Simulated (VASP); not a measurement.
Computed with r2SCAN+rVV10, VASP's PBE PAW potentials (set 64) (plane waves; VASP).

VASP input:

KPOINTS_OPT:
```
k-points along high-symmetry lines
10
Line-mode
Reciprocal
  0.000000   0.000000   0.000000 ! GAMMA
  0.500000   0.000000   0.500000 ! X

  0.500000   0.000000   0.500000 ! X
  0.625000   0.250000   0.625000 ! U

  0.375000   0.375000   0.750000 ! K
  0.000000   0.000000   0.000000 ! GAMMA

  0.000000   0.000000   0.000000 ! GAMMA
  0.500000   0.500000   0.500000 ! L

  0.500000   0.500000   0.500000 ! L
  0.500000   0.250000   0.750000 ! W

  0.500000   0.250000   0.750000 ! W
  0.500000   0.000000   0.500000 ! X
```

POSCAR:
```
Ge
3.9965620
  0.0000000000   0.7071066996   0.7071066996
  0.7071066996   0.0000000000   0.7071066996
  0.7071066996   0.7071066996   0.0000000000
Ge
2
Cart
  0.0000000000   0.0000000000   0.0000000000
  0.3535533498   0.3535533498   0.3535533498
```

**KPOINTS**
```
Automatic mesh
0
Gamma
9 9 9
0 0 0
```

**INCAR**
```
ISMEAR = -5   # tetrahedra, Bloechl
ALGO = Normal
BPARAM = 11.95
CPARAM = 0.0093
LASPH = .TRUE.
LWAVE = .FALSE.
ENCUT = 520
LMAXMIX = 4   # l cut-off of mixed one-centre charges
PREC = Accurate
LORBIT = 11
LCHARG = .FALSE.
METAGGA = R2SCAN
NEDOS = 601   # DOS grid
LREAL = .FALSE.
EDIFF = 1E-7
SYSTEM = Ge
LUSE_VDW = .TRUE.
NELM = 100   # most electronic steps
ISIF = 2
LMIXTAU = .TRUE.
```

POTCAR, in this order: Ge_d (PBE.64 set). Program: vasp_std.

Output

**OSZICAR**
```
       N       E                     dE             d eps       ncg     rms          rms(c)
DAV:   1     0.144869835913E+03    0.14487E+03   -0.15888E+04  1278   0.433E+03
DAV:   2    -0.818252882826E+01   -0.15305E+03   -0.15079E+03  1268   0.546E+02
DAV:   3    -0.289444897997E+02   -0.20762E+02   -0.20621E+02  1384   0.150E+02
DAV:   4    -0.295997133059E+02   -0.65522E+00   -0.65407E+00  1458   0.308E+01
DAV:   5    -0.296108938293E+02   -0.11181E-01   -0.11180E-01  1426   0.410E+00    0.340E+00
DAV:   6    -0.269167034648E+02    0.26942E+01   -0.38277E-01  1556   0.121E+01    0.197E+00
DAV:   7    -0.271804004243E+02   -0.26370E+00   -0.38850E-01  1584   0.925E+00    0.349E-01
DAV:   8    -0.269141741547E+02    0.26623E+00   -0.12348E-01  1406   0.529E+00    0.125E-01
DAV:   9    -0.269070900278E+02    0.70841E-02   -0.12278E-02  1272   0.111E+00    0.985E-02
DAV:  10    -0.268172797676E+02    0.89810E-01   -0.68124E-02  1268   0.290E+00    0.134E-01
DAV:  11    -0.269098499887E+02   -0.92570E-01   -0.62795E-02  1262   0.197E+00    0.294E-02
DAV:  12    -0.269102997572E+02   -0.44977E-03   -0.10572E-03  1368   0.316E-01    0.210E-02
DAV:  13    -0.269103771200E+02   -0.77363E-04   -0.95565E-05  1370   0.911E-02    0.150E-02
DAV:  14    -0.269104546319E+02   -0.77512E-04   -0.88078E-05  1288   0.138E-01    0.729E-03
DAV:  15    -0.269104785437E+02   -0.23912E-04   -0.38068E-05  1378   0.774E-02    0.279E-03
DAV:  16    -0.269104821078E+02   -0.35642E-05   -0.43326E-06  1330   0.244E-02    0.219E-03
DAV:  17    -0.269104821670E+02   -0.59186E-07   -0.15598E-07  1128   0.460E-03
   1 F= -.26910482E+02 E0= -.26910482E+02  d E =0.000000E+00
       N       E                     dE             ncg
       N       E                     dE             ncg
```

File OUTCAR:
```
------------------------ aborting loop because EDIFF is reached ----------------------------------------
  FORCE on cell =-STRESS in cart. coord.  units (eV):
  Direction    XX          YY          ZZ          XY          YZ          ZX
  --------------------------------------------------------------------------------------
  Total        0.0184876      0.0184876      0.0184876      0.0000000      0.0000000      0.0000000
  in kB        0.6562160      0.6562160      0.6562160      0.0000000      0.0000000      0.0000000
  external PRESSURE =       0.6562160 kB  Pullay stress =       0.0000000 kB
  volume of cell :       45.14
      direct lattice vectors                 reciprocal lattice vectors
     0.000000000  2.825995766  2.825995766    -0.176928786  0.176928786  0.176928786
     2.825995766  0.000000000  2.825995766     0.176928786 -0.176928786  0.176928786
     2.825995766  2.825995766  0.000000000     0.176928786  0.176928786 -0.176928786
 POSITION                                       TOTAL-FORCE (eV/Angst)
 -----------------------------------------------------------------------------------
      0.00000      0.00000      0.00000        -0.000000     -0.000000     -0.000000
      1.41300      1.41300      1.41300         0.000000      0.000000      0.000000
 -----------------------------------------------------------------------------------
    total drift:                                0.000000      0.000000      0.000000
  FREE ENERGIE OF THE ION-ELECTRON SYSTEM (eV)
  ---------------------------------------------------
  free  energy   TOTEN  =       -26.9104821670 eV

  energy  without entropy=      -26.9104821670  energy(sigma->0) =      -26.91048217

 total charge

# of ion       s       p       d       tot
------------------------------------------
    1        1.101   1.294  10.023  12.419
    2        1.101   1.294  10.023  12.419
--------------------------------------------------
tot          2.203   2.588  20.047  24.837
```
(Selected blocks of OUTCAR.)

The compound is Ge in the diamond structure. It was relaxed first.
